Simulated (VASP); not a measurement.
Level of theory: PBE GGA, VASP's PBE PAW potentials (set 64) (plane waves; VASP).

VASP ran on this input.

**INCAR**
```
# general
SYSTEM   = ZnS
PREC     = Accurate
ENCUT    = 300
LREAL    = .False.   # projection in real space or not
LASPH    = .True.

# electronic loop
EDIFF    = 1E-8   # SCF stop (eV)
NELM     = 100   # most electronic steps
ALGO     = Normal   # blocked Davidson
LMAXMIX  = 4

# smearing
ISMEAR   = 0   # Gaussian
SIGMA    = 0.01

# functional
GGA      = PE   # PBE

# ions
ISIF     = 2   # forces and stress, cell fixed

# output
LWAVE    = .False.
LCHARG   = .False.

# other
LEPSILON = .True.
```

File KPOINTS:
```
Automatic mesh
0
Gamma
6 6 6
0 0 0
```

**POSCAR**
```
ZnS
1
    0.0000000000     2.6936850000     2.6936850000
    2.6936850000     0.0000000000     2.6936850000
    2.6936850000     2.6936850000     0.0000000000
Zn S
1 1
Direct
  0.0000000000   0.0000000000   0.0000000000
  0.2500000000   0.2500000000   0.2500000000
```

POTCAR, in this order: Zn S (PBE.64 set). Program: vasp_std.

The resulting files:

**OUTCAR**
```


 HEAD OF MICROSCOPIC STATIC DIELECTRIC TENSOR (INDEPENDENT PARTICLE, excluding Hartree and local field effects)
 ------------------------------------------------------
           6.678841    -0.000000     0.000000
          -0.000000     6.678841     0.000000
          -0.000000     0.000000     6.678841
 ------------------------------------------------------

 MACROSCOPIC STATIC DIELECTRIC TENSOR (including local field effects in DFT)
 ------------------------------------------------------
           6.302347     0.000000    -0.000000
           0.000000     6.302347     0.000000
          -0.000000     0.000000     6.302347
 ------------------------------------------------------

 PIEZOELECTRIC TENSOR (including local field effects)  for field in x, y, z        (e  Angst)
          XX          YY          ZZ          XY          YZ          ZX
  --------------------------------------------------------------------------------
  x     0.00000    -0.00000     0.00000     0.00000    -1.69018     0.00000
  y    -0.00000     0.00000     0.00000     0.00000     0.00000    -1.69018
  z     0.00000    -0.00000     0.00000    -1.69018     0.00000     0.00000

 PIEZOELECTRIC TENSOR (including local field effects)  for field in x, y, z        (C/m^2)
          XX          YY          ZZ          XY          YZ          ZX
  --------------------------------------------------------------------------------
  x     0.00000    -0.00000     0.00000     0.00000    -0.69275     0.00000
  y    -0.00000     0.00000     0.00000     0.00000     0.00000    -0.69275
  z     0.00000    -0.00000     0.00000    -0.69275     0.00000     0.00000

 BORN EFFECTIVE CHARGES (including local field effects) (in |e|, cummulative output)
 ---------------------------------------------------------------------------------
 ion    1
    1     2.04738     0.00000     0.00000
    2     0.00000     2.04738    -0.00000
    3     0.00000    -0.00000     2.04738
 ion    2
    1    -2.04738     0.00000    -0.00000
    2     0.00000    -2.04738     0.00000
    3    -0.00000     0.00000    -2.04738
```
(Selected blocks of OUTCAR.)

File OUTCAR:
```
 val. band max:        2.2018511930   @ k =   0.0000   0.0000   0.0000

 cond. band min:       4.3482654049   @ k =   0.0000   0.0000   0.0000


 Fermi energy:         2.2822619755

 k-point     1 :       0.0000    0.0000    0.0000
  band No.  band energies     occupation
      1     -11.0104      2.00000
      2      -4.1604      2.00000
      3      -4.1604      2.00000
      4      -4.1604      2.00000
      5      -3.6484      2.00000
      6      -3.6484      2.00000
      7       2.2018      2.00000
      8       2.2018      2.00000
      9       2.2019      2.00000
     10       4.3483      0.00000
     11       8.5919      0.00000
     12       8.5919      0.00000
     13       8.5919      0.00000

 k-point     2 :       0.1667    0.0000    0.0000
  band No.  band energies     occupation
      1     -10.8045      2.00000
      2      -4.1554      2.00000
      3      -4.1243      2.00000
      4      -4.1243      2.00000
      5      -3.6504      2.00000
      6      -3.6504      2.00000
      7       0.5055      2.00000
      8       1.9507      2.00000
      9       1.9507      2.00000
     10       5.4543      0.00000
     11       8.5881      0.00000
     12       8.9979      0.00000
     13       8.9980      0.00000

 k-point     3 :       0.3333    0.0000    0.0000
  band No.  band energies     occupation
      1     -10.3366      2.00000
      2      -4.0641      2.00000
      3      -4.0641      2.00000
      4      -4.0024      2.00000
      5      -3.6363      2.00000
      6      -3.6363      2.00000
      7      -1.7215      2.00000
      8       1.5152      2.00000
      9       1.5152      2.00000
     10       5.6549      0.00000
     11       9.2439      0.00000
     12       9.2439      0.00000
     13      10.0729      0.00000

 k-point     4 :       0.5000    0.0000    0.0000
  band No.  band energies     occupation
      1     -10.0652      2.00000
      2      -4.0427      2.00000
      3      -4.0427      2.00000
...
```

At this cut-off the stress carries a Pulay error, which pulls relaxed volumes low. The dielectric response may not be converged in the k-mesh; for small gaps it tends to come out too large.

The structure comes from a computed database's ZnS entry; how it stands against other phases isn't given here. The cell was not relaxed at this level. The run is one of a series of settings (EDIFF = 1E-8, LEPSILON = .TRUE., KPOINTS 6×6×6 Γ-centred mesh against the base run), some of them coarse on purpose.
